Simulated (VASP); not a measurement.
Runs of VASP 6.6.1 on P. Symmetry: P6/mmm, No. 191, hexagonal system. The conventional cell has a = 4.379 Å, b = 4.379 Å, c = 2.477 Å, α = 90.00°, β = 90.00°, γ = 120.00°. P (site symmetry 6/mmm) is surrounded by 14 P at 2.48 to 2.82 Å. P (site symmetry -6m2) is surrounded by 11 P at 2.48 to 2.82 Å. This isn't the form of P at room conditions, which is orthorhombic.

```tsv
task	cell	k mesh	cutoff (eV)	gap on the mesh (eV)	pressure (GPa)
single point	P6/mmm, 13.71 Å³/atom	11 × 11 × 17	520	none	-0.2
relaxation of cell and atoms	relaxed	8 × 8 × 12	600	-	0.0
single point	P6/mmm, 13.71 Å³/atom	8 × 8 × 12	520	none	-0.1
single point	P6/mmm, 12.06 Å³/atom	9 × 9 × 14	520	none	(a)
```

Alike in all rows: level LDA; potentials or basis VASP PAW LDA potentials, release 64 (P); no spin polarisation; smearing fermi-dirac 0.1 eV.

Q: Fill in the values left out.

A: (a) 17.4.

Caveats: the bands computed are all filled at some k points, so no gap is given (some runs); so large a pressure means that the cell lies far from this level's equilibrium, or that cutoff or potentials fall short (some runs).

A gap of «none» marks a metal or a gap under the smearing width.
